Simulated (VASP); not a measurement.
Consider the following.

```xyz
3
Lattice="3.1820 0.0000 0.0000 -1.5910 2.7557 0.0000 0.0000 0.0000 17.0503" Properties=species:S:1:pos:R:3 pbc="T T T"
Mo     3.1820     0.0000     0.0000
S      0.0000     1.8371     1.5525
S      0.0000     1.8371    15.4978
```

Calculation: r2SCAN meta-GGA, VASP's PBE PAW potentials (set 64) (plane waves; VASP 6.6.1). Run with 400 eV cut-off, 9×9×2 Γ-centred mesh, tetrahedra with Blöchl corrections, potentials Mo_sv S.

The cell holds a wide vacuum, so values per volume refer to the whole cell. The cores are frozen, which limits the accuracy of field gradients.

Question: Give the principal components of the electric field gradient (V/Å²) and the asymmetry η at each nucleus.

Answer: 
```
atom   Vxx   Vyy    Vzz     η
----  ----  ----  -----  ----
Mo1   40.8  40.8  -81.6  0.00
S2    29.1  29.1  -58.2  0.00
S3    29.1  29.1  -58.2  0.00
```

The cell is a sheet with vacuum, built from a database entry that may be metastable or hypothetical.
